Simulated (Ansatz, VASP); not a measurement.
# Cross-check of Li between VASP and Ansatz

Aim: how closely do two programs agree when they are given the same cell, functional and k mesh? The cell is taken from a series of runs on this material, whose earlier steps may have relaxed, scaled, displaced or heated it; both programs get it as it stands.

Calculated with Ansatz 0.2.0; plane waves, with VASP 6.6.1 beside it; PBEsol with D4.

This is not the structure that Li takes at ambient pressure and room temperature (bcc); it is a model or a phase of other conditions.

### 1. The starting structure

Symmetry: P6/mmm, No. 191, hexagonal system. The conventional cell has a = 4.915 Å, b = 4.915 Å, c = 2.882 Å, α = 90.00°, β = 90.00°, γ = 120.00°. Nearest to Li lie 14 Li at 2.88 to 3.18 Å. Nearest to Li lie 11 Li at 2.84 to 3.18 Å.

Coordinates:

```cif
data_structure
_symmetry_space_group_name_H-M 'P6/mmm'
_symmetry_Int_Tables_number 191
_cell_length_a 4.9149
_cell_length_b 4.9149
_cell_length_c 2.8822
_cell_angle_alpha 90.000
_cell_angle_beta 90.000
_cell_angle_gamma 120.000
_cell_volume 60.30
loop_
_atom_site_label
_atom_site_type_symbol
_atom_site_symmetry_multiplicity
_atom_site_Wyckoff_symbol
_atom_site_fract_x
_atom_site_fract_y
_atom_site_fract_z
_atom_site_occupancy
Li1 Li 1 a 0.00000 0.00000 0.00000 1
Li2 Li 2 d 0.66667 0.33333 0.50000 1
```

### 2. VASP: zone-centre phonons, PBEsol with D4

Second derivatives magnify differences that forces hide, and they need a tight electronic threshold.

Lines of VASP's logs that name or quote its potential files are left out, and so is its time.

Contents of INCAR:

```
SYSTEM = Li
PREC = Accurate
ENCUT = 750
EDIFF = 1E-08
NELM = 120
ISMEAR = 1
SIGMA = 0.15
LREAL = .FALSE.
ALGO = Normal
GGA = PS
IVDW = 13
NBANDS = 10
LORBIT = 11
LWAVE = .FALSE.
LCHARG = .FALSE.
ISIF = 2
IBRION = 6
NFREE = 2
POTIM = 0.015
NSW = 1
LASPH = .TRUE.
GGA_COMPAT = .FALSE.
KPAR = 2
```

Contents of POSCAR:

```
Li
1.0
    4.9149310094      0.0000000000      0.0000000000
   -2.4574655047      4.2564551120      0.0000000000
    0.0000000000      0.0000000000      2.8822033485
Li
3
Direct
    0.0000000000      0.0000000000      0.0000000000
    0.6666666667      0.3333333333      0.5000000000
    0.3333333333      0.6666666667      0.5000000000
```

Contents of KPOINTS:

```
Automatic mesh
0
Gamma
10 10 16
0 0 0
```

The projector-augmented-wave data sets are Li_sv (PBE family, release 64).

Started as:

```console
mpirun -np 2 vasp_std
```

Numbers of over 12 decimals in the logs are rounded to 6 here.

The log of the run:

```text
[banner, memory and clock lines left out]
running    2 mpi-ranks, on    1 nodes
 distrk:  each k-point on    1 cores,    2 groups
 distr:  one band on    1 cores,    1 groups

 POSCAR found type information on POSCAR Li
 POSCAR found :  1 types and       3 ions
|                                                                             |
|               ----> ADVICE to this user running VASP <----                  |
|                                                                             |
|     You enforced a specific xc type in the INCAR file but a different       |
|     [... a line on the potential file left out ...]
|     I HOPE YOU KNOW WHAT YOU ARE DOING!                                     |
|                                                                             |

 LDA part: xc-table for (Slater+PW92), standard interpolation
 POSCAR, INCAR and KPOINTS ok, starting setup
 FFT: planning ... GRIDC
 FFT: planning ... GRID_SOFT
 FFT: planning ... GRID
 WAVECAR not read
 entering main loop
       N       E                     dE             d eps       ncg     rms          rms(c)
DAV:   1     0.210666981251E+02    0.21067E+02   -0.44134E+03  2520   0.989E+02
DAV:   2    -0.454598903529E+00   -0.21521E+02   -0.21003E+02  2884   0.163E+02
DAV:   3    -0.573895694815E+01   -0.52844E+01   -0.52548E+01  4810   0.466E+01
DAV:   4    -0.586785531798E+01   -0.12890E+00   -0.12882E+00  3212   0.115E+01
DAV:   5    -0.587256352379E+01   -0.47082E-02   -0.47076E-02  3888   0.159E+00    0.638E-01
DAV:   6    -0.586764281092E+01    0.49207E-02   -0.20980E-03  3894   0.351E-01    0.368E-01
DAV:   7    -0.586519963137E+01    0.24432E-02   -0.75838E-03  4578   0.495E-01    0.733E-02
DAV:   8    -0.586538225363E+01   -0.18262E-03   -0.60741E-04  3354   0.225E-01    0.996E-02
DAV:   9    -0.586524610831E+01    0.13615E-03   -0.12684E-04  3180   0.128E-01    0.149E-03
DAV:  10    -0.586524897147E+01   -0.28632E-05   -0.40338E-05  3528   0.531E-02    0.529E-03
DAV:  11    -0.586524841542E+01    0.55605E-06   -0.11173E-06  3392   0.107E-02    0.786E-04
DAV:  12    -0.586524820787E+01    0.20755E-06   -0.63880E-08  3238   0.251E-03    0.473E-05
DAV:  13    -0.586524819223E+01    0.15635E-07   -0.69345E-09  2342   0.808E-04    0.394E-05
DAV:  14    -0.586524818988E+01    0.23547E-08   -0.10257E-09  1744   0.358E-04
   1 F= -.58989728E+01 E0= -.58987871E+01  d E =-.557228E-03
[... from here on, the cycles between the ionic steps are left out ...]
   2 F= -.58988318E+01 E0= -.58986472E+01  d E =-.553995E-03
   3 F= -.58988318E+01 E0= -.58986472E+01  d E =-.553997E-03
   4 F= -.58989206E+01 E0= -.58987351E+01  d E =-.556628E-03
   5 F= -.58989206E+01 E0= -.58987351E+01  d E =-.556615E-03
   6 F= -.58988008E+01 E0= -.58986160E+01  d E =-.554485E-03
   7 F= -.58988008E+01 E0= -.58986160E+01  d E =-.554473E-03
   8 F= -.58989765E+01 E0= -.58987905E+01  d E =-.558116E-03
 Finite differences progress:
  Degree of freedom:   4/  4
  Displacement:        1/  2
  Total:               7/  8
 bond charge predicted
       N       E                     dE             d eps       ncg     rms          rms(c)
DAV:   1    -0.586457426317E+01    0.67757E-03   -0.32432E+00  3664   0.162E+01    0.468E-02
DAV:   2    -0.586523732294E+01   -0.66306E-03   -0.66860E-03  4090   0.821E-01    0.275E-02
DAV:   3    -0.586525172492E+01   -0.14402E-04   -0.18120E-04  6022   0.118E-01    0.516E-03
DAV:   4    -0.586525177365E+01   -0.48729E-07   -0.18804E-06  4590   0.132E-02    0.211E-03
DAV:   5    -0.586525182796E+01   -0.54316E-07   -0.25910E-07  5328   0.667E-03    0.446E-04
DAV:   6    -0.586525183241E+01   -0.44424E-08   -0.81869E-08  4710   0.308E-03
   9 F= -.58989765E+01 E0= -.58987905E+01  d E =-.558139E-03
 Finite differences progress:
  Degree of freedom:   4/  4
  Displacement:        2/  2
  Total:               8/  8
```

Parts of OUTCAR (step 2):

```text
ion  position               nearest neighbor table
   1  0.000  0.000  0.000-
   2  0.667  0.333  0.500-
   3  0.333  0.667  0.500-

  LATTYP: Found a hexagonal cell.
 ALAT       =     4.9149310094
 C/A-ratio  =     0.5864178649

 Subroutine GETGRP returns: Found 24 space group operations
 (whereof 24 operations were pure point group operations)

The static configuration has the point symmetry D_6h.

 Found    126 irreducible k-points:

   k-points           NKPTS =    126   k-points in BZ     NKDIM =    126   number of bands    NBANDS=     10

   dimension x,y,z NGX =    48 NGY =   48 NGZ =   28
   dimension x,y,z NGXF=    96 NGYF=   96 NGZF=   56

   ENCUT  =  750.0 eV  55.12 Ry    7.42 a.u.  10.98 10.98  6.44*2*pi/ulx,y,z

   NELECT =       9.0000    total number of electrons

 k-points in reciprocal lattice and weights: Automatic mesh
   0.00000000  0.00000000  0.00000000       0.001
   0.10000000  0.00000000  0.00000000       0.004
   0.20000000  0.00000000  0.00000000       0.004
   0.30000000  0.00000000  0.00000000       0.004
   0.40000000  0.00000000  0.00000000       0.004
   0.50000000  0.00000000  0.00000000       0.002
   0.10000000  0.10000000  0.00000000       0.004
   0.20000000  0.10000000  0.00000000       0.007
   0.30000000  0.10000000  0.00000000       0.007
[...]
0.40000000  0.20000000  0.50000000       0.004
   0.30000000  0.30000000  0.50000000       0.004

 average (electrostatic) potential at core
       1 -64.5349       2 -64.6456       3 -64.6457

 E-fermi :   0.6668

 k-point     1 :       0.0000    0.0000    0.0000
  band No.  band energies     occupation
      1     -45.2996      2.00000
      2     -45.2770      2.00000
      3     -45.1748      2.00000
      4      -2.9240      2.00000
      5       2.7619     -0.00000
      6       2.7619     -0.00000
      7       2.8205     -0.00000
      8       2.8205     -0.00000
      9       6.5489      0.00000
    ...

 k-point     2 :       0.1000    0.0000    0.0000
  band No.  band energies     occupation
      1     -45.2990      2.00000
      2     -45.2775      2.00000
      3     -45.1748      2.00000
      4      -2.8625      2.00000
      5       1.8953     -0.00000
      6       2.0572     -0.00000
      7       3.4468     -0.00000
      8       3.6862      0.00000
      9       6.7999      0.00000
    ...

 k-point     3 :       0.2000    0.0000    0.0000
  band No.  band energies     occupation
      1     -45.2976      2.00000
      2     -45.2789      2.00000
      3     -45.1749      2.00000
      4      -2.6788      2.00000
      5       0.9559     -0.02008
      6       1.4861     -0.00000
      7       3.7343      0.00000
      8       4.7396      0.00000
      9       7.3453      0.00000
    ...

  DFT-D4 for vdW energy calculation

  Edisp (eV):   -0.03372

  Total      -0.04705    -0.04705    -0.04613     0.00000     0.00000     0.00000
  in kB      -1.25025    -1.25025    -1.22582     0.00000     0.00000     0.00000
  external pressure =       -1.24 kB  Pullay stress =        0.00 kB

  energy-cutoff  :      750.00
  volume of cell :       60.30
      direct lattice vectors                 reciprocal lattice vectors
     4.914931009  0.000000000  0.000000000     0.203461656  0.117468642  0.000000000
    -2.457465505  4.256455112  0.000000000     0.000000000  0.234937283  0.000000000
     0.000000000  0.000000000  2.882203349     0.000000000  0.000000000  0.346956782

 POSITION                                       TOTAL-FORCE (eV/Angst)
 -----------------------------------------------------------------------------------
      0.00000      0.00000      0.00000        -0.000000     -0.000000     -0.003591
      2.45747      1.41882      1.42610        -0.000000      0.000000     -0.000297
     -0.00000      2.83764      1.44110         0.000000     -0.000000      0.003888
 -----------------------------------------------------------------------------------
    total drift:                               -0.000000     -0.000000     -0.000233

  FREE ENERGIE OF THE ION-ELECTRON SYSTEM (eV)
  ---------------------------------------------------
  free  energy   TOTEN  =        -5.8989765057 eV

  energy  without entropy=       -5.8984183663  energy(sigma->0) =       -5.89879046

 Eigenvectors and eigenvalues of the dynamical matrix
 ----------------------------------------------------

   1 f  =    9.218039 THz    57.918647 2PiTHz  307.480681 cm-1    38.122729 meV
             X         Y         Z           dx          dy          dz
      0.000000  0.000000  0.000000     0.000000   -0.000000   -0.000000
      2.457466  1.418818  1.441102     0.000012    0.707107    0.000000
     -0.000000  2.837637  1.441102    -0.000012   -0.707107   -0.000000

   2 f  =    9.218039 THz    57.918647 2PiTHz  307.480681 cm-1    38.122729 meV
             X         Y         Z           dx          dy          dz
      0.000000  0.000000  0.000000     0.000000   -0.000000   -0.000000
      2.457466  1.418818  1.441102    -0.707107    0.000012   -0.000000
     -0.000000  2.837637  1.441102     0.707107   -0.000012   -0.000000

   3 f  =    8.109627 THz    50.954290 2PiTHz  270.508044 cm-1    33.538708 meV
             X         Y         Z           dx          dy          dz
      0.000000  0.000000  0.000000     0.000003    0.816256    0.000000
      2.457466  1.418818  1.441102    -0.000002   -0.408488    0.000000
     -0.000000  2.837637  1.441102    -0.000002   -0.408488   -0.000000

   4 f  =    8.109627 THz    50.954290 2PiTHz  270.508044 cm-1    33.538708 meV
             X         Y         Z           dx          dy          dz
      0.000000  0.000000  0.000000    -0.816256    0.000003    0.000000
      2.457466  1.418818  1.441102     0.408488   -0.000002    0.000000
     -0.000000  2.837637  1.441102     0.408488   -0.000002   -0.000000

   5 f  =    4.986631 THz    31.331928 2PiTHz  166.336116 cm-1    20.623041 meV
             X         Y         Z           dx          dy          dz
      0.000000  0.000000  0.000000     0.000000   -0.000000    0.815639
      2.457466  1.418818  1.441102     0.000000   -0.000000   -0.409105
     -0.000000  2.837637  1.441102     0.000000    0.000000   -0.409105

   6 f/i=    0.003374 THz     0.021201 2PiTHz    0.112553 cm-1     0.013955 meV
             X         Y         Z           dx          dy          dz
      0.000000  0.000000  0.000000    -0.564243    0.123915   -0.000000
      2.457466  1.418818  1.441102    -0.563746    0.123806   -0.000000
     -0.000000  2.837637  1.441102    -0.563746    0.123806   -0.000000

   7 f/i=    0.003374 THz     0.021201 2PiTHz    0.112553 cm-1     0.013955 meV
             X         Y         Z           dx          dy          dz
      0.000000  0.000000  0.000000    -0.123915   -0.564243   -0.000000
      2.457466  1.418818  1.441102    -0.123806   -0.563746   -0.000000
     -0.000000  2.837637  1.441102    -0.123806   -0.563746   -0.000000

   8 f/i=    0.007400 THz     0.046494 2PiTHz    0.246829 cm-1     0.030603 meV
             X         Y         Z           dx          dy          dz
      0.000000  0.000000  0.000000     0.000000    0.000000   -0.578561
      2.457466  1.418818  1.441102     0.000000    0.000000   -0.576744
     -0.000000  2.837637  1.441102     0.000000    0.000000   -0.576744

   9 f/i=    3.121476 THz    19.612815 2PiTHz  104.121247 cm-1    12.909384 meV
             X         Y         Z           dx          dy          dz
      0.000000  0.000000  0.000000     0.000000    0.000000   -0.000000
      2.457466  1.418818  1.441102     0.000000    0.000000   -0.707107
     -0.000000  2.837637  1.441102     0.000000    0.000000    0.707107

 ELASTIC MODULI CONTR FROM IONIC RELAXATION (kBar)
 Direction    XX          YY          ZZ          XY          YZ          ZX
 --------------------------------------------------------------------------------
 XX          -6.3306      6.3306      0.0000      0.0000      0.0000      0.0000
 YY           6.3306     -6.3306      0.0000     -0.0000      0.0000      0.0000
 ZZ           0.0000      0.0000      0.0000      0.0000      0.0000      0.0000
 XY           0.0000     -0.0000      0.0000     -6.3306      0.0000      0.0000
 YZ           0.0000      0.0000      0.0000      0.0000      0.0000      0.0000
 ZX           0.0000      0.0000      0.0000      0.0000      0.0000      0.0000
 --------------------------------------------------------------------------------

 total charge
# of ion       s       p       d       tot
------------------------------------------
    1        2.034   0.044   0.000   2.078
    2        2.033   0.047   0.000   2.080
    3        2.033   0.047   0.000   2.080
--------------------------------------------------
tot          6.100   0.138   0.000   6.238

[... 3 further parts left out ...]
```

The last energy, forces, stress and levels in OUTCAR belong to the last displaced cell, not to the cell of POSCAR. Dispersion corrections of this kind ignore metallic screening and tend to overbind metals.

Levels, forces or a CONTCAR printed for this step are those of its last displaced cell, not of the structure at rest.

(Continued in part 2 of 2.)

[Lines on the potential files, build, host, timing and source positions are cut from VASP's logs without a mark.]

[Logs are printed without paths, hosts, clocks, repeated set-up lines and the standing remarks that a program may print on its own settings, such as how far it seeks lower states.]

[Hosts, paths, dates, database ids (printed as entryN), source tags and the programs' standing remarks are cut or masked in the printed files.]
